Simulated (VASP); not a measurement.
These are PBE GGA, VASP's PBE PAW potentials (set 64) (plane waves; VASP) values and carry that method's errors.

VASP input:

**INCAR**
```
SYSTEM = TiB2
PREC = Accurate
ENCUT = 520
EDIFF = 1E-6
NELM = 100
ALGO = Normal
LREAL = .FALSE.
LASPH = .TRUE.
ISMEAR = 1
SIGMA = 0.1
GGA = PE
LMAXMIX = 4
LWAVE = .FALSE.
LCHARG = .FALSE.
ISIF = 2
ISYM = -1
```

### KPOINTS
```
Automatic mesh
0
Gamma
10 10 9
0 0 0
```

POSCAR:
```
TiB2
1
    1.5276560000    -2.6027400000     0.0000000000
    1.5276560000     2.6027400000     0.0000000000
    0.0000000000     0.0000000000     3.1789610000
Ti B
1 2
Direct
  0.0000000000   0.0000000000   0.0000000000
  0.3333330000   0.6666670000   0.5000000000
  0.6855250000   0.3521910000   0.5000000000
```

POTCAR, in this order: Ti_sv B (PBE.64 set). Program: vasp_std.

The run wrote:

### OSZICAR
```
       N       E                     dE             d eps       ncg     rms          rms(c)
DAV:   1     0.127291385611E+03    0.12729E+03   -0.93720E+03 23413   0.158E+03
DAV:   2    -0.197739170652E+02   -0.14707E+03   -0.14319E+03 23908   0.394E+02
DAV:   3    -0.291766565092E+02   -0.94027E+01   -0.92687E+01 34278   0.943E+01
DAV:   4    -0.294861522987E+02   -0.30950E+00   -0.30882E+00 30067   0.158E+01
DAV:   5    -0.294954573439E+02   -0.93050E-02   -0.93039E-02 34806   0.239E+00    0.172E+01
DAV:   6    -0.243376106469E+02    0.51578E+01   -0.26094E+01 31318   0.599E+01    0.394E+00
DAV:   7    -0.243758395419E+02   -0.38229E-01   -0.16897E+00 25897   0.153E+01    0.343E+00
DAV:   8    -0.243857940070E+02   -0.99545E-02   -0.16319E-01 34993   0.368E+00    0.740E-01
DAV:   9    -0.243795597815E+02    0.62342E-02   -0.67258E-02 31894   0.348E+00    0.282E-01
DAV:  10    -0.243788175037E+02    0.74228E-03   -0.48607E-03 29280   0.982E-01    0.649E-02
DAV:  11    -0.243788300307E+02   -0.12527E-04   -0.36562E-04 34035   0.253E-01    0.573E-02
DAV:  12    -0.243788072037E+02    0.22827E-04   -0.13702E-04 30651   0.162E-01    0.102E-02
DAV:  13    -0.243788068248E+02    0.37888E-06   -0.86969E-06 28337   0.385E-02
   1 F= -.24378807E+02 E0= -.24378624E+02  d E =-.548884E-03
```

OUTCAR:
```
------------------------ aborting loop because EDIFF is reached ----------------------------------------
  FORCE on cell =-STRESS in cart. coord.  units (eV):
  Direction    XX          YY          ZZ          XY          YZ          ZX
  --------------------------------------------------------------------------------------
  Total       -0.2833824      1.1199770      1.1925429     -0.1356046     -0.0000022      0.0000005
  in kB      -17.9602326     70.9819841     75.5810735     -8.5943613     -0.0001376      0.0000336
  external PRESSURE =      42.8676083 kB  Pullay stress =       0.0000000 kB
  volume of cell :       25.28
      direct lattice vectors                 reciprocal lattice vectors
     1.527656000 -2.602740000  0.000000000     0.327298816 -0.192105243  0.000000000
     1.527656000  2.602740000  0.000000000     0.327298816  0.192105243  0.000000000
     0.000000000  0.000000000  3.178961000     0.000000000  0.000000000  0.314568188
 POSITION                                       TOTAL-FORCE (eV/Angst)
 -----------------------------------------------------------------------------------
      0.00000      0.00000      0.00000         0.420212      0.014697      0.000001
      1.52766      0.86758      1.58948         0.654110     -0.016123     -0.000000
      1.58527     -0.86758      1.58948        -1.074322      0.001426     -0.000001
 -----------------------------------------------------------------------------------
    total drift:                                0.000040      0.000009      0.000000
  FREE ENERGIE OF THE ION-ELECTRON SYSTEM (eV)
  ---------------------------------------------------
  free  energy   TOTEN  =       -24.3788068248 eV

  energy  without entropy=      -24.3782579408  energy(sigma->0) =      -24.37862386
```
(Selected blocks of OUTCAR.)

The compound is TiB2 in the AlB2 type structure. The cell was not relaxed at this level, atoms are displaced from their ideal sites. The run is one of a series of settings (ISYM = -1 against the base run), some of them coarse on purpose.
